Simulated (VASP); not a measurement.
Data:

```
CELL_PARAMETERS angstrom
      4.39081     0.00000     0.00000
      0.00000     4.39081     0.00000
      0.00000     0.00000     4.39081
ATOMIC_POSITIONS crystal
  Cs 0.00000 0.00000 0.00000
  Br 0.50000 0.50000 0.50000
```

The numbers are results of PBE GGA, VASP's PBE PAW potentials (set 64) (plane waves; VASP 6.6.1), not measurements. Run with 520 eV cut-off, Gaussian smearing of 0.050 eV, potentials Cs_sv Br.

Unless said otherwise, spin-orbit coupling is left out, though it shifts the bands of the heavy elements here.

Problem. Give the energies of bands 3 to 11 at the high-symmetry points, in eV from the valence-band maximum.

Solution. 
```tsv
band	Γ	X	M	R
3	-6.52	-6.85	-7.00	-6.86
4	-6.52	-6.44	-7.00	-6.86
5	-6.52	-6.44	-6.39	-6.86
6	-0.02	-1.19	-0.56	-1.03
7	-0.02	-0.18	-0.56	-1.03
8	-0.02	-0.18	0.00	-1.03
9	4.24	5.89	5.20	7.98
10	4.97	6.95	5.43	7.98
11	4.97	7.36	7.14	7.98
```

The gap is indirect, 4.24 eV, from the valence maximum at M to the conduction minimum at Γ.

Measured: gap 7.30 eV (computed value off by -3.06 eV), as given by Aguado et al., (1998), arXiv:cond-mat/9809176.

The compound is CsBr in the CsCl type structure. It was relaxed first, which changed the volume by +7 %.
